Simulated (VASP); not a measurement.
Output of a VASP run:

File OUTCAR:
```
 ion  position               nearest neighbor table
   1  0.000  0.000  0.000-   2 3.54   2 3.54   2 3.54   2 3.54   2 3.54   2 3.54
   2  0.500  0.500  0.500-   1 3.54   1 3.54   1 3.54   1 3.54   1 3.54   1 3.54
  LATTYP: Found a face centered cubic cell.
 ALAT       =     7.0700000000
 Subroutine PRICEL returns:
 Original cell was already a primitive cell.
 Subroutine GETGRP returns: Found 48 space group operations
The static configuration has the point symmetry O_h .
The dynamic configuration has the point symmetry O_h .
 Subroutine INISYM returns: Found 48 space group operations
 Subroutine IBZKPT returns following result:
 Found     16 irreducible k-points:

 Following reciprocal coordinates:
            Coordinates               Weight
  0.000000  0.000000  0.000000      1.000000
  0.166667  0.000000  0.000000      8.000000
  0.333333  0.000000  0.000000      8.000000
  0.500000  0.000000  0.000000      4.000000
  0.166667  0.166667  0.000000      6.000000
  0.333333  0.166667  0.000000     24.000000
  0.500000  0.166667  0.000000     24.000000
 -0.333333  0.166667  0.000000     24.000000
 -0.166667  0.166667  0.000000     12.000000
  0.333333  0.333333  0.000000      6.000000
  0.500000  0.333333  0.000000     24.000000
 -0.333333  0.333333  0.000000     12.000000
  0.500000  0.500000  0.000000      3.000000
  0.500000  0.333333  0.166667     24.000000
 -0.333333  0.333333  0.166667     24.000000
 -0.333333  0.500000  0.166667     12.000000
   k-points           NKPTS =     16   k-points in BZ     NKDIM =     16   number of bands    NBANDS=     12
   number of dos      NEDOS =    301   number of ions     NIONS =      2
   total plane-waves  NPLWV =  46656
   dimension x,y,z NGX =    36 NGY =   36 NGZ =   36
   dimension x,y,z NGXF=    72 NGYF=   72 NGZF=   72
   ions per type =               1   1
   PREC   = accura    normal or accurate (medium, high low for compatibility)
   ISTART =      0    job   : 0-new  1-cont  2-samecut
   ICHARG =      2    charge: 1-file 2-atom 10-const
   ISPIN  =      1    spin polarized calculation?
   LNONCOLLINEAR =      F non collinear calculations
   LSORBIT =      F    spin-orbit coupling
   INIWAV =      1    electr: 0-lowe 1-rand  2-diag
   ENCUT  =  400.0 eV  29.40 Ry    5.42 a.u.   8.15  8.15  8.15*2*pi/ulx,y,z
   NELM   =    100;   NELMIN=  2; NELMDL= -5     # of ELM steps
   EDIFF  = 0.1E-01   stopping-criterion for ELM
   LREAL  =      F    real-space projection
   NLSPLINE    = F    spline interpolate recip. space projectors
   LMAXMIX     =    4 max onsite mixed and CHGCAR
   VOSKOWN=      0    Vosko Wilk Nusair interpolation
   EDIFFG = 0.1E+00   stopping-criterion for IOM
   NSW    =      0    number of steps for IOM
   NBLOCK =      1;   KBLOCK =      1    inner block; outer block
   IBRION =     -1    ionic relax: 0-MD 1-quasi-New 2-CG
   NFREE  =      0    steps in history (QN), initial steepest desc. (CG)
   ISIF   =      2    stress and relaxation
   ISYM   =      2    0-nonsym 1-usesym 2-fastsym
   TEIN   =    0.0    initial temperature
   TEBEG  =    0.0;   TEEND  =   0.0 temperature during run
   SMASS  =  -3.00    Nose mass-parameter (am)
   PSTRESS=    0.0 pullay stress
   NELECT =      16.0000    total number of electrons
   EFERMI =   0.00;   METHOD = LEGACY
   ISMEAR =     0;   SIGMA  =   0.05  broadening in eV -4-tet -1-fermi 0-gaus
   IALGO  =     38    algorithm
   LDIAG  =      T    sub-space diagonalisation (order eigenvalues)
   IMIX   =      4    mixing-type and parameters
     AMIX     =   0.40;   BMIX     =  1.00
     AMIX_MAG =   1.60;   BMIX_MAG =  1.00
     AMIN     =   0.10
   GGA     = PE    functional components
   VOSKOWN =     0    Vosko Wilk Nusair interpolation
   LHFCALC =     F    Hartree Fock is set to
   LHFONE  =     F    Hartree Fock one center treatment
   AEXX    =    0.0000 exact exchange contribution
   IVDW    =     0    specifies the selected vdW correction
   LEPSILON=     F    determine dielectric tensor
   LRPA    =     F    only Hartree local field effects (RPA)
...
```

OSZICAR:
```
       N       E                     dE             d eps       ncg     rms          rms(c)
DAV:   1     0.835404734718E+02    0.83540E+02   -0.57199E+03   384   0.923E+02
DAV:   2    -0.351971279214E+00   -0.83892E+02   -0.79493E+02   464   0.226E+02
DAV:   3    -0.535367245616E+01   -0.50017E+01   -0.49816E+01   488   0.529E+01
DAV:   4    -0.563691521990E+01   -0.28324E+00   -0.28291E+00   696   0.107E+01
DAV:   5    -0.563810024421E+01   -0.11850E-02   -0.11850E-02   456   0.727E-01    0.307E+00
DAV:   6    -0.555513560214E+01    0.82965E-01   -0.12256E-01   444   0.222E+00    0.222E+00
DAV:   7    -0.555087135286E+01    0.42642E-02   -0.13301E-01   468   0.206E+00    0.805E-01
DAV:   8    -0.555609361627E+01   -0.52223E-02   -0.13637E-02   368   0.870E-01
   1 F= -.55560936E+01 E0= -.55560936E+01  d E =-.827587E-15
```

File OUTCAR:
```
------------------------ aborting loop because EDIFF is reached ----------------------------------------
  FORCE on cell =-STRESS in cart. coord.  units (eV):
  Direction    XX          YY          ZZ          XY          YZ          ZX
  --------------------------------------------------------------------------------------
  Total        0.4096678      0.4096678      0.4096678     -0.0000000      0.0000000      0.0000000
  in kB        7.4292360      7.4292360      7.4292360     -0.0000000      0.0000000      0.0000000
  external PRESSURE =       7.4292360 kB  Pullay stress =       0.0000000 kB
  volume of cell :       88.35
      direct lattice vectors                 reciprocal lattice vectors
     0.000000000  3.535000000  3.535000000    -0.141442716  0.141442716  0.141442716
     3.535000000  0.000000000  3.535000000     0.141442716 -0.141442716  0.141442716
     3.535000000  3.535000000  0.000000000     0.141442716  0.141442716 -0.141442716
  FREE ENERGIE OF THE ION-ELECTRON SYSTEM (eV)
  ---------------------------------------------------
  free  energy   TOTEN  =        -5.5560936163 eV

  energy  without entropy=       -5.5560936163  energy(sigma->0) =       -5.55609362
```
(Selected blocks of OUTCAR.)

POSCAR:
```
KI
1
    0.0000000000     3.5350000000     3.5350000000
    3.5350000000     0.0000000000     3.5350000000
    3.5350000000     3.5350000000     0.0000000000
K I
1 1
Direct
  0.0000000000   0.0000000000   0.0000000000
  0.5000000000   0.5000000000   0.5000000000
```

### Question
Write an INCAR and KPOINTS that could have produced this output.

### Answer
One answer among several that fit: the input of the run itself, PBE GGA, plane waves, VASP's PBE PAW potentials (set 64).

### INCAR
```
ISMEAR=0
PREC=Accurate
LWAVE=.FALSE.
ALGO=Normal   # blocked Davidson
GGA=PE   # PBE
ENCUT=400
NELM=100
LMAXMIX=4
EDIFF=1E-2   # SCF stop (eV)
SIGMA=0.05   # width (eV)
SYSTEM=KI
LASPH=.TRUE.   # aspherical one-centre terms
LCHARG=.FALSE.
LREAL=.FALSE.   # projection in real space or not
ISIF=2
```

### KPOINTS
```
Automatic
0
gamma
  6 6 6
0 0 0
```

POTCAR, in this order: K_sv I (PBE.64 set). Program: vasp_std.

The compound is KI in the rock salt structure. The cell was not relaxed at this level. The run is one of a series of settings (EDIFF = 1E-2 against the base run), some of them coarse on purpose.
